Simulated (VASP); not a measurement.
## Ta2Rh3: core-level shifts

Which atoms of Ta2Rh3 bind their core electrons more tightly, and does the hole change the order?

Calculated with VASP 6.6.1; PBE; plane waves and PAW (Rh_pv, Ta_pv), in the first sound run; inputs show where later runs differ.

## (1) The structure

The cell holds 20 atoms: 12 Rh and 8 Ta. Its edges and angles: a = 5.416 Å, b = 5.416 Å, c = 22.845 Å, α = 90.0°, β = 90.0°, γ = 60.0°. It derives from Rh. Ta replaces host atoms (under the top layer, both faces). Regions: layer 1, 4 atoms (4 Rh); layer 2, 4 atoms (4 Ta); layer 3, 4 atoms (4 Rh); other layers, 8 atoms (4 Ta and 4 Rh). Vacuum lies along c.

## (2) Relaxation

The free atoms are relaxed first inside the given cell, which is kept (ISIF = 0), since core levels depend on the positions.

The input, INCAR:

```
SYSTEM = Ta2Rh3
PREC = Normal
ENCUT = 330
EDIFF = 1E-05
NELM = 100
ISMEAR = 0
SIGMA = 0.1
LREAL = Auto
ALGO = Fast
GGA = PE
NBANDS = 166
LWAVE = .FALSE.
LCHARG = .FALSE.
KPAR = 2
NCORE = 4
IBRION = 2
NSW = 50
ISIF = 0
EDIFFG = -0.05
```

The input, POSCAR:

```
Ta2Rh3
1.0
    5.4164379439      0.0000000000      0.0000000000
    2.7082189719      4.6907728574      0.0000000000
    0.0000000000      0.0000000000     22.8450061240
Rh Ta
12 8
Selective dynamics
Direct
    0.0000000000      0.0000000000      0.6935873000  T T T
    0.5000000000      0.0000000000      0.6935873000  T T T
    0.0000000000      0.5000000000      0.6935873000  T T T
    0.5000000000      0.5000000000      0.6935873000  T T T
    0.1666666670      0.1666666670      0.5000000000  F F F
    0.6666666670      0.1666666670      0.5000000000  F F F
    0.1666666670      0.6666666670      0.5000000000  F F F
    0.6666666670      0.6666666670      0.5000000000  F F F
    0.8333333330      0.3333333330      0.3064127000  T T T
    0.3333333330      0.3333333330      0.3064127000  T T T
    0.8333333330      0.8333333330      0.3064127000  T T T
    0.3333333330      0.8333333330      0.3064127000  T T T
    0.8333333330      0.3333333330      0.5967936500  T T T
    0.3333333330      0.3333333330      0.5967936500  T T T
    0.8333333330      0.8333333330      0.5967936500  T T T
    0.3333333330      0.8333333330      0.5967936500  T T T
    0.0000000000      0.0000000000      0.4032063500  T T T
    0.5000000000      0.0000000000      0.4032063500  T T T
    0.0000000000      0.5000000000      0.4032063500  T T T
    0.5000000000      0.5000000000      0.4032063500  T T T
```

The input, KPOINTS:

```
Automatic mesh
0
Gamma
4 4 1
0 0 0
```

PAW data sets: Rh_pv and Ta_pv (PBE family, release 64).

Launch:

```console
$ mpirun -np 8 vasp_std
```

Log:

```text
[banner, memory and clock lines left out]
running    8 mpi-ranks, on    1 nodes
 distrk:  each k-point on    4 cores,    2 groups
 distr:  one band on    4 cores,    1 groups

 POSCAR found type information on POSCAR RhTa
 POSCAR found :  2 types and      20 ions
 LDA part: xc-table for (Slater+PW92), standard interpolation
 POSCAR, INCAR and KPOINTS ok, starting setup
 FFT: planning ... GRIDC
 FFT: planning ... GRID_SOFT
 FFT: planning ... GRID
 WAVECAR not read
 entering main loop
       N       E                     dE             d eps       ncg     rms          rms(c)
DAV:   1     0.249380840870E+04    0.24938E+04   -0.13716E+05  1648   0.118E+03
DAV:   3    -0.187851789502E+03   -0.10695E+03   -0.10067E+03  1520   0.857E+01
DAV:   4    -0.191855291452E+03   -0.40035E+01   -0.39232E+01  1640   0.146E+01
DAV:   5    -0.191997519620E+03   -0.14223E+00   -0.14204E+00  1730   0.246E+00    0.637E+01
RMM:   6    -0.205932069039E+03   -0.13935E+02   -0.79739E+01  1340   0.208E+01    0.379E+01
RMM:   7    -0.229202640693E+03   -0.23271E+02   -0.81606E+01  1431   0.196E+01    0.549E+01
RMM:   8    -0.208878536956E+03    0.20324E+02   -0.44715E+01  1353   0.152E+01    0.446E+01
RMM:   9    -0.180596846450E+03    0.28282E+02   -0.22391E+01  1335   0.105E+01    0.106E+01
RMM:  10    -0.179312800075E+03    0.12840E+01   -0.13385E+00  1341   0.248E+00    0.841E+00
RMM:  11    -0.179211455129E+03    0.10134E+00   -0.25654E-01  1407   0.119E+00    0.523E+00
RMM:  12    -0.179087416146E+03    0.12404E+00   -0.89133E-02  1369   0.727E-01    0.335E+00
RMM:  13    -0.179009540426E+03    0.77876E-01   -0.15229E-01  1487   0.884E-01    0.826E-01
RMM:  14    -0.178991548583E+03    0.17992E-01   -0.38970E-02  1353   0.439E-01    0.854E-01
RMM:  15    -0.178983899127E+03    0.76495E-02   -0.32654E-02  1423   0.318E-01    0.255E-01
RMM:  16    -0.178983350666E+03    0.54846E-03   -0.56010E-03  1368   0.161E-01    0.171E-01
RMM:  17    -0.178982849816E+03    0.50085E-03   -0.15896E-03  1369   0.739E-02    0.528E-02
RMM:  18    -0.178982863130E+03   -0.13314E-04   -0.67571E-04  1292   0.381E-02    0.620E-02
RMM:  19    -0.178983363299E+03   -0.50017E-03   -0.21863E-04  1180   0.274E-02    0.267E-02
RMM:  20    -0.178983620729E+03   -0.25743E-03   -0.80599E-05  1018   0.126E-02    0.150E-02
RMM:  21    -0.178984025968E+03   -0.40524E-03   -0.85168E-05   945   0.111E-02    0.801E-03
RMM:  22    -0.178984290883E+03   -0.26492E-03   -0.20434E-05   842   0.677E-03    0.785E-03
RMM:  23    -0.178984508043E+03   -0.21716E-03   -0.14012E-05   823   0.568E-03    0.396E-03
RMM:  24    -0.178984562338E+03   -0.54295E-04   -0.48006E-06   555   0.315E-03    0.249E-03
RMM:  25    -0.178984583729E+03   -0.21391E-04   -0.36699E-06   511   0.253E-03    0.206E-03
RMM:  26    -0.178984584110E+03   -0.38087E-06   -0.55810E-07   327   0.170E-03
   1 F= -.17898458E+03 E0= -.17893649E+03  d E =-.178985E+03
 curvature:   0.00 expect dE= 0.000E+00 dE for cont linesearch  0.000E+00
 trial: gam= 0.00000 g(F)=  0.785E+00 g(S)=  0.000E+00 ort = 0.000E+00 (trialstep = 0.100E+01)
 search vector abs. value=  0.785E+00
 bond charge predicted
       N       E                     dE             d eps       ncg     rms          rms(c)
DAV:   1    -0.178468703174E+03    0.51588E+00   -0.14247E+02  1340   0.326E+01    0.337E+00
RMM:   2    -0.179749289520E+03   -0.12806E+01   -0.96417E+00  1362   0.893E+00    0.510E+00
RMM:   3    -0.179391721208E+03    0.35757E+00   -0.13049E+00  1348   0.320E+00    0.217E+00
RMM:   4    -0.179394040688E+03   -0.23195E-02   -0.18454E-01  1396   0.119E+00    0.112E+00
RMM:   5    -0.179379023383E+03    0.15017E-01   -0.69569E-02  1346   0.779E-01    0.630E-01
RMM:   6    -0.179377435055E+03    0.15883E-02   -0.15201E-02  1373   0.344E-01    0.609E-01
RMM:   7    -0.179375784645E+03    0.16504E-02   -0.55031E-03  1352   0.203E-01    0.251E-01
RMM:   8    -0.179375356082E+03    0.42856E-03   -0.11946E-03  1431   0.865E-02    0.690E-02
RMM:   9    -0.179375377796E+03   -0.21714E-04   -0.33924E-04  1342   0.434E-02    0.308E-02
RMM:  10    -0.179375384058E+03   -0.62622E-05   -0.89458E-05  1182   0.238E-02
   2 F= -.17937538E+03 E0= -.17932019E+03  d E =-.390800E+00
[...]
3 F= -.17937539E+03 E0= -.17932031E+03  d E =-.390807E+00
[...]
4 F= -.17961706E+03 E0= -.17956152E+03  d E =-.241666E+00
[...]
5 F= -.17989896E+03 E0= -.17984602E+03  d E =-.523570E+00
[...]
6 F= -.17990225E+03 E0= -.17985023E+03  d E =-.526859E+00
[...]
7 F= -.17990577E+03 E0= -.17985504E+03  d E =-.352123E-02
 trial-energy change:   -0.003521  1 .order   -0.003043   -0.022292    0.016207
 step:   0.9396(harm=  0.9113)  dis= 0.01135  next Energy=  -179.909006 (dE=-0.676E-02)
 bond charge predicted
       N       E                     dE             d eps       ncg     rms          rms(c)
DAV:   1    -0.179895943677E+03    0.98189E-02   -0.19345E+00  1328   0.477E+00    0.304E-01
RMM:   2    -0.179911148457E+03   -0.15205E-01   -0.13324E-01  1355   0.117E+00    0.556E-01
RMM:   3    -0.179909256432E+03    0.18920E-02   -0.16000E-02  1351   0.386E-01    0.255E-01
RMM:   4    -0.179908912190E+03    0.34424E-03   -0.19567E-03  1388   0.128E-01    0.104E-01
RMM:   5    -0.179908958189E+03   -0.46000E-04   -0.66803E-04  1323   0.755E-02    0.801E-02
RMM:   6    -0.179908895269E+03    0.62921E-04   -0.23267E-04  1216   0.399E-02    0.320E-02
RMM:   7    -0.179908903922E+03   -0.86537E-05   -0.42802E-05   984   0.165E-02
   8 F= -.17990890E+03 E0= -.17985759E+03  d E =-.665392E-02
 curvature:  -0.82 expect dE=-0.314E-04 dE for cont linesearch -0.315E-05
 trial: gam=-0.04228 g(F)=  0.383E-04 g(S)=  0.000E+00 ort = 0.313E-03 (trialstep = 0.145E+01)
 search vector abs. value=  0.575E-04
 reached required accuracy - stopping structural energy minimisation
```

The job ended after 2.4 min (8 MPI ranks of AMD EPYC 7R43, shared host; peak memory 1.3 GiB).

The logs omit lines about the potential files and the build; timing stands in the text.

From OUTCAR (step 2):

```text
ion  position               nearest neighbor table
   1  0.000  0.000  0.694-  13 2.71  16 2.71  15 2.71   3 2.71   3 2.71   4 2.71   4 2.71   2 2.71
                             2 2.71
   2  0.500  0.000  0.694-  14 2.71  15 2.71  16 2.71   4 2.71   4 2.71   3 2.71   3 2.71   1 2.71
                             1 2.71
   3  0.000  0.500  0.694-  15 2.71  14 2.71  13 2.71   1 2.71   1 2.71   2 2.71   2 2.71   4 2.71
                             4 2.71
   4  0.500  0.500  0.694-  16 2.71  13 2.71  14 2.71   2 2.71   2 2.71   1 2.71   1 2.71   3 2.71
                             3 2.71
   5  0.167  0.167  0.500-  14 2.71  19 2.71  18 2.71  16 2.71  17 2.71  13 2.71   7 2.71   7 2.71
                             8 2.71   8 2.71   6 2.71   6 2.71
   6  0.667  0.167  0.500-  13 2.71  20 2.71  17 2.71  15 2.71  18 2.71  14 2.71   8 2.71   8 2.71
                             7 2.71   7 2.71   5 2.71   5 2.71
   7  0.167  0.667  0.500-  16 2.71  17 2.71  20 2.71  14 2.71  19 2.71  15 2.71   5 2.71   5 2.71
                             6 2.71   6 2.71   8 2.71   8 2.71
   8  0.667  0.667  0.500-  15 2.71  18 2.71  19 2.71  13 2.71  20 2.71  16 2.71   6 2.71   6 2.71
                             5 2.71   5 2.71   7 2.71   7 2.71
   9  0.833  0.333  0.306-  17 2.71  20 2.71  19 2.71  11 2.71  11 2.71  12 2.71  12 2.71  10 2.71
                            10 2.71
  10  0.333  0.333  0.306-  18 2.71  19 2.71  20 2.71  12 2.71  12 2.71  11 2.71  11 2.71   9 2.71
                             9 2.71
  11  0.833  0.833  0.306-  19 2.71  18 2.71  17 2.71   9 2.71   9 2.71  10 2.71  10 2.71  12 2.71
                            12 2.71
  12  0.333  0.833  0.306-  20 2.71  17 2.71  18 2.71  10 2.71  10 2.71   9 2.71   9 2.71  11 2.71
                            11 2.71
  13  0.833  0.333  0.597-   6 2.71   1 2.71   4 2.71   8 2.71   3 2.71   5 2.71  15 2.71  15 2.71
                            16 2.71  16 2.71  14 2.71  14 2.71
  14  0.333  0.333  0.597-   5 2.71   2 2.71   3 2.71   7 2.71   4 2.71   6 2.71  16 2.71  16 2.71
                            15 2.71  15 2.71  13 2.71  13 2.71
  15  0.833  0.833  0.597-   8 2.71   3 2.71   2 2.71   6 2.71   1 2.71   7 2.71  13 2.71  13 2.71
                            14 2.71  14 2.71  16 2.71  16 2.71
  16  0.333  0.833  0.597-   7 2.71   4 2.71   1 2.71   5 2.71   2 2.71   8 2.71  14 2.71  14 2.71
                            13 2.71  13 2.71  15 2.71  15 2.71
  17  0.000  0.000  0.403-   9 2.71   7 2.71  12 2.71   6 2.71  11 2.71   5 2.71  19 2.71  19 2.71
                            20 2.71  20 2.71  18 2.71  18 2.71
  18  0.500  0.000  0.403-  10 2.71   8 2.71  11 2.71   5 2.71  12 2.71   6 2.71  20 2.71  20 2.71
                            19 2.71  19 2.71  17 2.71  17 2.71
  19  0.000  0.500  0.403-  11 2.71   5 2.71  10 2.71   8 2.71   9 2.71   7 2.71  17 2.71  17 2.71
                            18 2.71  18 2.71  20 2.71  20 2.71
  20  0.500  0.500  0.403-  12 2.71   6 2.71   9 2.71   7 2.71  10 2.71   8 2.71  18 2.71  18 2.71
                            17 2.71  17 2.71  19 2.71  19 2.71

  LATTYP: Found a hexagonal cell.
 ALAT       =     5.4164379438
 C/A-ratio  =     4.2177176884

 Subroutine GETGRP returns: Found 12 space group operations
 (whereof  6 operations were pure point group operations)

The static configuration has the point symmetry C_3v.
 The point group associated with its full space group is D_3d.

 Found      4 irreducible k-points:

   k-points           NKPTS =      4   k-points in BZ     NKDIM =      4   number of bands    NBANDS=    166

   dimension x,y,z NGX =    24 NGY =   24 NGZ =  108
   dimension x,y,z NGXF=    48 NGYF=   48 NGZF=  216

   ENCUT  =  330.0 eV  24.25 Ry    4.92 a.u.   8.02  8.02 33.84*2*pi/ulx,y,z

   NELECT =     268.0000    total number of electrons

 k-points in reciprocal lattice and weights: Automatic mesh
   0.00000000  0.00000000  0.00000000       0.062
   0.25000000 -0.00000000  0.00000000       0.375
   0.50000000 -0.00000000  0.00000000       0.188
   0.50000000  0.25000000  0.00000000       0.375

 average (electrostatic) potential at core
       1 -79.4588       2 -79.4588       3 -79.4588       4 -79.4588       5 -79.7935
       6 -79.7935       7 -79.7935       8 -79.7935       9 -79.4588      10 -79.4588
      11 -79.4588      12 -79.4588      13 -39.5485      14 -39.5485      15 -39.5485
      16 -39.5485      17 -39.5485      18 -39.5485      19 -39.5485      20 -39.5485

 E-fermi :   2.7137

 k-point     1 :       0.0000    0.0000    0.0000
  band No.  band energies     occupation
    ...
    122       2.0980      2.00000
    123       2.0980      2.00000
    124       2.0980      2.00000
    125       2.2061      2.00000
    126       2.2061      2.00000
    127       3.2011      0.00000
    128       3.2011      0.00000
    129       3.2011      0.00000
    130       3.2049      0.00000
    131       3.3895      0.00000
    ...

 k-point     2 :       0.2500   -0.0000    0.0000
  band No.  band energies     occupation
    ...
    131       2.4465      1.99984
    132       2.7336      0.77820
    133       2.7336      0.77819
    134       2.7375      0.73624
    135       2.7571      0.53996
    136       2.8439      0.06562
    137       3.0046      0.00004
    138       3.0452      0.00000
    139       3.0478      0.00000
    140       3.3408      0.00000
    ...

 k-point     3 :       0.5000   -0.0000    0.0000
  band No.  band energies     occupation
    ...
    134       2.2241      2.00000
    135       2.2950      2.00000
    136       2.2950      2.00000
    137       2.6485      1.64352
    138       2.6485      1.64352
    139       3.2843      0.00000
    140       3.2843      0.00000
    141       3.5374      0.00000
    142       3.5374      0.00000
    143       3.5647      0.00000
    ...

  energy-cutoff  :      330.00
  volume of cell :      580.43
      direct lattice vectors                 reciprocal lattice vectors
     5.416437944  0.000000000  0.000000000     0.184623180 -0.106592243  0.000000000
     2.708218972  4.690772857  0.000000000     0.000000000  0.213184486  0.000000000
     0.000000000  0.000000000 22.845006124     0.000000000  0.000000000  0.043773243

 POSITION                                       TOTAL-FORCE (eV/Angst)
 -----------------------------------------------------------------------------------
      5.41644      0.00000     16.01663        -0.000000     -0.000000     -0.008483
      2.70822      0.00000     16.01663         0.000000     -0.000000     -0.008483
      1.35411      2.34539     16.01663        -0.000000     -0.000000     -0.008483
      4.06233      2.34539     16.01663         0.000000     -0.000000     -0.008483
      1.35411      0.78180     11.42250         0.000000     -0.000000     -0.000000
      4.06233      0.78180     11.42250        -0.000000      0.000000     -0.000000
      2.70822      3.12718     11.42250         0.000000     -0.000000     -0.000000
      5.41644      3.12718     11.42250        -0.000000      0.000000     -0.000000
      5.41644      1.56359      6.82838         0.000000      0.000000      0.008483
      2.70822      1.56359      6.82838        -0.000000      0.000000      0.008483
      6.77055      3.90898      6.82838        -0.000000      0.000000      0.008483
      4.06233      3.90898      6.82838        -0.000000      0.000000      0.008483
      5.41644      1.56359     13.80018         0.000000      0.000000      0.005227
      2.70822      1.56359     13.80018         0.000000      0.000000      0.005227
      6.77055      3.90898     13.80018         0.000000      0.000000      0.005227
      4.06233      3.90898     13.80018         0.000000      0.000000      0.005227
      0.00000      0.00000      9.04482        -0.000000     -0.000000     -0.005227
      2.70822      0.00000      9.04482        -0.000000     -0.000000     -0.005227
      1.35411      2.34539      9.04482        -0.000000     -0.000000     -0.005227
      4.06233      2.34539      9.04482        -0.000000     -0.000000     -0.005227
 -----------------------------------------------------------------------------------
    total drift:                                0.000002      0.000001      0.000001

  FREE ENERGIE OF THE ION-ELECTRON SYSTEM (eV)
  ---------------------------------------------------
  free  energy   TOTEN  =      -179.9089039223 eV

  energy  without entropy=     -179.8062782048  energy(sigma->0) =     -179.85759106

 reached required accuracy - stopping structural energy minimisation

[... 1 further part left out ...]
```

The run keeps the 12 symmetry operations of its start, so it cannot find a distortion of lower symmetry.

Step by step:

```csv
step,energy less that of the first step (eV),largest force (eV/Å)
1,0.0000,1.4239
2,-0.3908,0.8536
3,-0.3908,0.8542
4,-0.6325,0.5929
5,-0.9144,0.1546
6,-0.9177,0.1692
7,-0.9212,0.1197
8,-0.9243,0.0085
```

The atoms that moved most (Å):

```csv
atom,dx,dy,dz,length
Rh10,0.000,0.000,-0.172,0.172
Rh12,0.000,0.000,-0.172,0.172
Rh11,0.000,0.000,-0.172,0.172
Rh9,0.000,0.000,-0.172,0.172
Rh1,0.000,0.000,0.172,0.172
Rh4,0.000,0.000,0.172,0.172
Rh3,0.000,0.000,0.172,0.172
Rh2,0.000,0.000,0.172,0.172
```

Final coordinates:

```
Rh Ta
1.0
     5.41644    0.00000    0.00000
     2.70822    4.69077    0.00000
     0.00000    0.00000   22.84501
Rh Ta
12 8
Direct
  0.00000 0.00000 0.70110
  0.50000 0.00000 0.70110
  0.00000 0.50000 0.70110
  0.50000 0.50000 0.70110
  0.16667 0.16667 0.50000
  0.66667 0.16667 0.50000
  0.16667 0.66667 0.50000
  0.66667 0.66667 0.50000
  0.83333 0.33333 0.29890
  0.33333 0.33333 0.29890
  0.83333 0.83333 0.29890
  0.33333 0.83333 0.29890
  0.83333 0.33333 0.60408
  0.33333 0.33333 0.60408
  0.83333 0.83333 0.60408
  0.33333 0.83333 0.60408
  0.00000 0.00000 0.39592
  0.50000 0.00000 0.39592
  0.00000 0.50000 0.39592
  0.50000 0.50000 0.39592
```

Numbers from this step:

```
free energy (TOTEN)     : -179.9089 eV
energy at zero smearing : -179.8576 eV
Fermi energy            : 2.714 eV
```

The forces on the free atoms are under 0.05 eV/Å.

[end of part 1 of 3]

[Lines on the potential files, build, host, timing and source positions are cut from VASP's logs without a mark.]

[Logs are printed without paths, hosts, clocks, repeated set-up lines and the standing remarks that a program may print on its own settings, such as how far it seeks lower states.]

[Hosts, paths, dates, database ids (printed as entryN), source tags and the programs' standing remarks are cut or masked in the printed files.]
